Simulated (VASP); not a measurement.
Zr4C5: work function with PBE

The system is Zr4C5, a slab with vacuum.

```
CELL_PARAMETERS angstrom
3.32370 0.00000 0.00000
-1.66185 2.87841 0.00000
0.00000 0.00000 25.85516
ATOMIC_POSITIONS crystal
C 0.66667 0.33333 0.29008
C 0.33333 0.66667 0.39504
C 0.00000 0.00000 0.50000
C 0.66667 0.33333 0.60496
C 0.33333 0.66667 0.70992
Zr 0.00000 0.00000 0.34256
Zr 0.66667 0.33333 0.44752
Zr 0.33333 0.66667 0.55248
Zr 0.00000 0.00000 0.65744
```

The cell isn't the ideal one: the (1 1 1) slab of ZrC, cut from the database cell, not relaxed.

| Property | Result |
| --- | --- |
| Program | VASP 6.6.1 |
| Task | work function |
| Functional | PBE |
| Potentials or basis | VASP PAW PBE potentials, release 64 (C, Zr_sv) |
| Cutoff | 520 eV |
| k mesh | 9 × 9 × 1 |
| Occupations | gaussian, width 0.05 eV |
| Spin | no spin polarisation |
| Dipole correction | yes |
| Further INCAR settings | ALGO = Fast; EDIFF = 1e-07 |

| Property | Result |
| --- | --- |
| Largest force | 1.213 eV/Å |
| Band gap on the k mesh | none (metal or under the smearing width) |
| Work function of the upper face | 6.81 eV |
| Work function of the lower face | 6.81 eV |

Forces in eV/Å, atoms in the order of the input:
```
C    0.000  0.000  1.213
C    0.000  0.000 -0.332
C    0.000  0.000  0.000
C    0.000  0.000  0.332
C    0.000  0.000 -1.213
Zr   0.000  0.000 -1.086
Zr   0.000  0.000  0.244
Zr   0.000  0.000 -0.244
Zr   0.000  0.000  1.086
```

Levels at points of the mesh, in eV from the Fermi level:
| k point | band 30 | band 31 | band 32 | band 33 | band 34 | band 35 | band 36 | band 37 | band 38 | band 39 |
| --- | --- | --- | --- | --- | --- | --- | --- | --- | --- | --- |
| (0.00, 0.00, 0.00) | -1.20 | -0.61 | 0.15 | 0.15 | 0.60 | 1.10 | 1.10 | 1.38 | 1.38 | 1.74 |

It took 6 min on 1 thread of Intel(R) Xeon(R) 6975P-C (Granite Rapids) (shared host), peak memory 0.43 GiB.
